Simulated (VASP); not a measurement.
Shape and ions are relaxed at each volume.

Data:

```yaml
crystal:
  lattice:
    - [1.81350, -3.14107, 0.00000]
    - [1.81350, 3.14107, 0.00000]
    - [0.00000, 0.00000, 5.71960]
  atoms:
    - { symbol: Gd, position: [0.33333, 0.66667, 0.25000] }
    - { symbol: Gd, position: [0.66667, 0.33333, 0.75000] }
```

Method: PW91 GGA, VASP's PBE PAW potentials (set 64) (plane waves; VASP). Run with 520 eV cut-off, 12×12×7 Γ-centred mesh, first-order Methfessel-Paxton smearing of 0.10 eV, potentials Gd_3.

The 4f electrons are frozen in the core of the lanthanide potential, so 4f levels, which can set the real gap, and their magnetism are missing.

Question: Give the energy at these volumes per atom, relative to the lowest: 30.80, 31.78, 32.76, 33.74, 34.73 Å³.

Answer: 12.2, 2.2, 0.0, 4.4, 14.8 meV/atom. A third-order Birch-Murnaghan fit gives B0 = 37.2 GPa and B0′ = 3.5.

Measured: bulk modulus 37.9 GPa (computed value off by -1.8 %), as given by Wikipedia, Gadolinium (infobox). The calculation is for a static lattice, while the measured bulk modulus holds thermal and zero-point effects, which are part of the difference.

The compound is Gd in the hcp structure. It was relaxed first.
